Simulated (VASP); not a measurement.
Energy against volume of ZnS (zinc blende). These are PBE GGA with D4 dispersion, VASP's PBE PAW potentials (set 64) (plane waves; VASP 6.6.1) values and carry that method's errors.

```
V (Å³/atom)  E (eV/atom)
-----------  -----------
18.313          -3.71116
18.898          -3.72560
19.482          -3.73015
20.066          -3.72630
20.651          -3.71530
```

Question: Fit a third-order Birch-Murnaghan equation of state.

Answer: 
| Quantity | Value |
|---|---|
| volume per atom | 19.49 Å^3/atom |
| bulk modulus | 76.5 GPa |
| pressure derivative of the bulk modulus | 4.41 |
| lattice constant a | 5.382 Å |

Measured: bulk modulus 77.1 GPa (computed value off by -0.8 %), as given by Cormac Toher et al., Physical Review Materials (2017), arXiv:1611.05714; a 5.410 Å (computed value off by -0.5 %), as given by Martin Albrecht et al., Physical review. B, Condensed matter (1997), arXiv:cond-mat/9706128. The calculation is for a static lattice, while the measured bulk modulus, a hold thermal and zero-point effects, which are part of the difference.

The compound is ZnS in the zinc blende structure. It was relaxed first.
